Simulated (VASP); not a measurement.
VASP input:

### INCAR
```
SYSTEM = TaS2
PREC = Accurate
ENCUT = 400
EDIFF = 1E-6
NELM = 100
ALGO = Normal
LREAL = .FALSE.
LASPH = .TRUE.
ISMEAR = 1
SIGMA = 0.1
GGA = PS
LMAXMIX = 6
LWAVE = .FALSE.
LCHARG = .FALSE.
IBRION = 2
ISIF = 3
NSW = 60
EDIFFG = -0.01
```

File POSCAR:
```
TaS2
1.0
  3.3134428182  -0.0000000428   0.0000000000
 -1.6567209849   2.8695256890   0.0000000000
  0.0000000000   0.0000000000   5.9069942065
Ta S
1 2
Cart
  0.0000000000   0.0000000000   0.0000000000
 -0.0000013739   1.9130180682   1.5460151630
  1.6567232072   0.9565075780   4.3609790435
```

KPOINTS:
```
Automatic mesh
0
Gamma
11 11 6
0 0 0
```

POTCAR, in this order: Ta_pv S (PBE.64 set). Program: vasp_std.

Question: Write an equivalent input for Ansatz.

Answer: One equivalent input (not run):
Ansatz 0.2 input:
```yaml
crystal:
  lattice:
    - [3.3134428, -0.0000000, 0.0000000]
    - [-1.6567210, 2.8695257, 0.0000000]
    - [0.0000000, 0.0000000, 5.9069942]
  atoms:
    - { symbol: Ta, position: [0.0000000, 0.0000000, 0.0000000] }
    - { symbol: S, position: [0.3333330, 0.6666670, 0.2617262] }
    - { symbol: S, position: [0.6666670, 0.3333330, 0.7382738] }
kpoints:
  mp_grid: { grid: [11, 11, 6] }
hamiltonian:
  xc: pbesol
  pseudopotentials: { kind: paw }
scf:
  occupations: { method: methfessel_paxton, width: 0.1 }
  max_iter: 100
relax:
  max_steps: 60
  f_tol: 0.01
  cell: {}
output: { forces: true, stress: true, eigenvalues: true }
```
What does not carry over: each code has its own PAW files, so the cut-off isn't converted (ENCUT is set for VASP's; basis.ecutwfc is left out, and Ansatz then takes the one that its files recommend); Ansatz stops its SCF on the density residual and VASP on the energy change (EDIFF).

The structure was generated: TaS2 was put into the CdI2 type (P-3m1), which need not be its known phase. This run relaxes it. Symmetry was kept, so distortions that lower it aren't found. The start is the result of an earlier pass.
